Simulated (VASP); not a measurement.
Here is the system:

```xyz
2
Lattice="1.7646 -3.0564 0.0000 1.7646 3.0564 0.0000 0.0000 0.0000 5.6304" Properties=species:S:1:pos:R:3 pbc="T T T"
Tl     1.7646     1.0188     1.4076
Tl     1.7646    -1.0188     4.2228
```

Computed with PBE GGA, VASP's PBE PAW potentials (set 64) (plane waves; VASP). Numerical set-up: 400 eV cut-off, 9×9×5 Γ-centred mesh, first-order Methfessel-Paxton smearing of 0.10 eV, potentials Tl_d.

Give the stress tensor in GPa (positive for a compressed cell).

```
0.75  0.00  0.00
0.00  0.75  0.00
0.00  0.00  1.61
```
The pressure is its mean diagonal, 1.03 GPa.

The compound is Tl in the hcp structure. The cell was not relaxed at this level.
